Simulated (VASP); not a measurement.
Here is the system:

```
VN
1.0
    0.00000     2.04243     2.04243
    2.04243     0.00000     2.04243
    2.04243     2.04243     0.00000
V N
1 1
Direct
  0.00000   0.00000   0.00000
  0.50000   0.50000   0.50000
```

These are PBE GGA with D4 dispersion, VASP's PBE PAW potentials (set 64) (plane waves; VASP) values and carry that method's errors. Run with 520 eV cut-off, Gaussian smearing of 0.050 eV, potentials V_sv N.

Question: What does the run give for the band gap (along the path) with the smallest direct gap where there is one?

Answer: 
```yaml
band gap (along the path): none (metal, semimetal or under 0.01 eV)
```

Only differences to runs with the same potentials and settings are physical.

The compound is VN in the rock salt structure, which distorts at low temperature. It was relaxed first. The run is not spin-polarised, so no magnetic state was tried. VASP warned that the highest band is occupied, so more bands are needed.
